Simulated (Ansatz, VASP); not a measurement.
## One calculation of AlCl, two programs

```xyz
4
Lattice="3.4468 0.0000 0.0000 0.0000 3.6538 0.0000 0.0000 0.0000 8.7643" Properties=species:S:1:pos:R:3 pbc="T T T"
Al    0.0000    0.0000    3.7549
Al    1.7234    1.8269    5.0094
Cl    0.0000    0.0000    1.6606
Cl    1.7234    1.8269    7.1036
```

Alike in both runs: functional PBE; k mesh 6 × 6 × 2; occupations gaussian, width 0.1 eV; no spin polarisation.

Ansatz relaxed the structure, and its values are those at the end. VASP's run is a single point on that final structure, the one shown.

```csv
,VASP,Ansatz
version,VASP 6.6.1,Ansatz 0.2.0
potentials or method,"VASP PAW PBE potentials, release 64 (Al, Cl)","scalar-relativistic, plane waves, PAW"
plane-wave cutoff (eV),520,420
valence electrons in the cell,20,20
```

|  | VASP | Ansatz | Ansatz less VASP |
| --- | --- | --- | --- |
| gap on the k mesh at the Fermi level (eV) | none | none | - |
| pressure (GPa) | -0.1 | 0.0 | +0.11 |
| rms of the force components (eV/Å) | 0.020 | 0.010 | -0.0093 |

A gap of «none» marks a metal or a gap that the smearing closes.

Caveats: this functional lacks dispersion, which binds the layers, so the pressure and a relaxed spacing across them are unreliable.
